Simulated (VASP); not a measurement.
TaC (relaxed from the WC structure, space group P-6m2): computed properties

These are PBEsol GGA, VASP's PBE PAW potentials (set 64) (plane waves; VASP) values and carry that method's errors.

For TaC, the space group comes out as P-6m2 (187) and the cell comes out as a = b = 3.0242 Å, c = 2.8637 Å, α = β = 90.00°, γ = 120.00°. The volume per atom comes out as 11.34 Å³/atom. The band gap (over mesh and band path) is none (metal, semimetal or under 0.01 eV) and the density is 14.13 g/cm³.

```yaml
crystal:
  lattice:
    - [3.02423, 0.00000, 0.00000]
    - [-1.51211, 2.61906, 0.00000]
    - [0.00000, 0.00000, 2.86368]
  atoms:
    - { symbol: Ta, position: [0.00000, 0.00000, 0.00000] }
    - { symbol: C, position: [0.66667, 0.33333, 0.50000] }
```

Unless said otherwise, spin-orbit coupling is left out, though it shifts the bands of the heavy elements here.

The structure was generated: TaC was put into the WC type (P-6m2), which need not be its known phase. It was relaxed first, which changed the volume by +11 %. Symmetry was kept, so distortions that lower it aren't found. The electron count is odd and the run is not spin-polarised, which forces a metal.
